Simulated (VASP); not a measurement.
Output of a VASP run:

File OSZICAR:
```
       N       E                     dE             d eps       ncg     rms          rms(c)
DAV:   1     0.831678925405E+02    0.83168E+02   -0.79757E+03  2680   0.123E+03
DAV:   2    -0.112694526047E+02   -0.94437E+02   -0.91377E+02  2865   0.330E+02
DAV:   3    -0.125388266907E+02   -0.12694E+01   -0.12550E+01  3044   0.378E+01
DAV:   4    -0.125421278782E+02   -0.33012E-02   -0.33009E-02  2967   0.224E+00
DAV:   5    -0.125421445924E+02   -0.16714E-04   -0.16713E-04  3038   0.157E-01    0.159E+01
DAV:   6    -0.118724391046E+02    0.66971E+00   -0.11794E+00  2844   0.130E+01    0.415E+00
DAV:   7    -0.117776852822E+02    0.94754E-01   -0.22436E-01  3057   0.522E+00    0.990E-01
DAV:   8    -0.117711066830E+02    0.65786E-02   -0.49845E-03  2803   0.923E-01    0.258E-01
DAV:   9    -0.117711281892E+02   -0.21506E-04   -0.13365E-04  3212   0.157E-01    0.978E-02
DAV:  10    -0.117711361085E+02   -0.79193E-05   -0.71641E-06  2877   0.325E-02    0.226E-03
DAV:  11    -0.117711361079E+02    0.61050E-09   -0.42859E-08  1643   0.266E-03
   1 F= -.11771136E+02 E0= -.11771006E+02  d E =-.117711E+02
       N       E                     dE             d eps       ncg     rms          rms(c)
DAV:   1    -0.124159965863E+02   -0.64486E+00   -0.17199E+01  2763   0.590E+01    0.112E+01
DAV:   2    -0.118004125380E+02    0.61558E+00   -0.12260E+00  2715   0.146E+01    0.167E+00
DAV:   3    -0.117397109160E+02    0.60702E-01   -0.22760E-01  2856   0.608E+00    0.194E+00
DAV:   4    -0.117438236101E+02   -0.41127E-02   -0.29104E-03  2742   0.649E-01    0.247E-01
DAV:   5    -0.117438481175E+02   -0.24507E-04   -0.12074E-03  2906   0.446E-01    0.129E-02
DAV:   6    -0.117438476682E+02    0.44925E-06   -0.88159E-06  2863   0.340E-02
   2 F= -.11743848E+02 E0= -.11743625E+02  d E =0.272884E-01
       N       E                     dE             d eps       ncg     rms          rms(c)
DAV:   1    -0.121638231778E+02   -0.41998E+00   -0.98960E+00  2754   0.456E+01    0.655E+00
DAV:   2    -0.117955619825E+02    0.36826E+00   -0.82028E-01  2700   0.113E+01    0.131E+00
DAV:   3    -0.117721837190E+02    0.23378E-01   -0.10395E-01  2876   0.405E+00    0.836E-01
DAV:   4    -0.117745939447E+02   -0.24102E-02   -0.17305E-03  2748   0.476E-01    0.906E-02
DAV:   5    -0.117746581619E+02   -0.64217E-04   -0.12859E-04  2968   0.143E-01    0.898E-03
DAV:   6    -0.117746582241E+02   -0.62219E-07   -0.85873E-07  1943   0.123E-02
   3 F= -.11774658E+02 E0= -.11774502E+02  d E =-.352212E-02
```

File OUTCAR:
```
------------------------ aborting loop because EDIFF is reached ----------------------------------------
  FORCE on cell =-STRESS in cart. coord.  units (eV):
  Direction    XX          YY          ZZ          XY          YZ          ZX
  --------------------------------------------------------------------------------------
  Total       -0.0060636     -0.0060636     -0.0060636      0.0000000     -0.0000000      0.0000000
  in kB       -0.6316261     -0.6316261     -0.6316261      0.0000000     -0.0000000      0.0000000
  external PRESSURE =      -0.6316261 kB  Pullay stress =       0.0000000 kB
  volume of cell :       15.38
      direct lattice vectors                 reciprocal lattice vectors
    -1.566652091  1.566652091  1.566652091     0.000000000  0.319151905  0.319151905
     1.566652091 -1.566652091  1.566652091     0.319151905  0.000000000  0.319151905
     1.566652091  1.566652091 -1.566652091     0.319151905  0.319151905  0.000000000
 POSITION                                       TOTAL-FORCE (eV/Angst)
 -----------------------------------------------------------------------------------
      0.00000      0.00000      0.00000         0.000000      0.000000      0.000000
 -----------------------------------------------------------------------------------
    total drift:                                0.000000     -0.000000      0.000000
  FREE ENERGIE OF THE ION-ELECTRON SYSTEM (eV)
  ---------------------------------------------------
  free  energy   TOTEN  =       -11.7746582241 eV

  energy  without entropy=      -11.7741896464  energy(sigma->0) =      -11.77450203

 reached required accuracy - stopping structural energy minimisation
```
(Selected blocks of OUTCAR.)

### POSCAR
```
Mo
1
   -1.5750000000     1.5750000000     1.5750000000
    1.5750000000    -1.5750000000     1.5750000000
    1.5750000000     1.5750000000    -1.5750000000
Mo
1
Direct
  0.0000000000   0.0000000000   0.0000000000
```

### Question
Write an INCAR and KPOINTS that could have produced this output.

### Answer
This is not unique; one that fits is the input of the run itself, PBEsol GGA, plane waves, VASP's PBE PAW potentials (set 64).

**INCAR**
```
SYSTEM=Mo
PREC=Accurate; ENCUT=480; LREAL=.False.
LASPH=.True.
EDIFF=1E-6; NELM=100; ALGO=Normal
LMAXMIX=4
ISMEAR=1; SIGMA=0.1
GGA=PS
IBRION=2; NSW=60; ISIF=3
EDIFFG=-0.01
LWAVE=.False.; LCHARG=.False.
```

**KPOINTS**
```
kpoints
0
Gamma
 15 15 15
0 0 0
```

POTCAR, in this order: Mo_sv (PBE.64 set). Program: vasp_std.

The compound is Mo in the bcc structure. This run relaxes it. Symmetry was kept, so distortions that lower it aren't found.
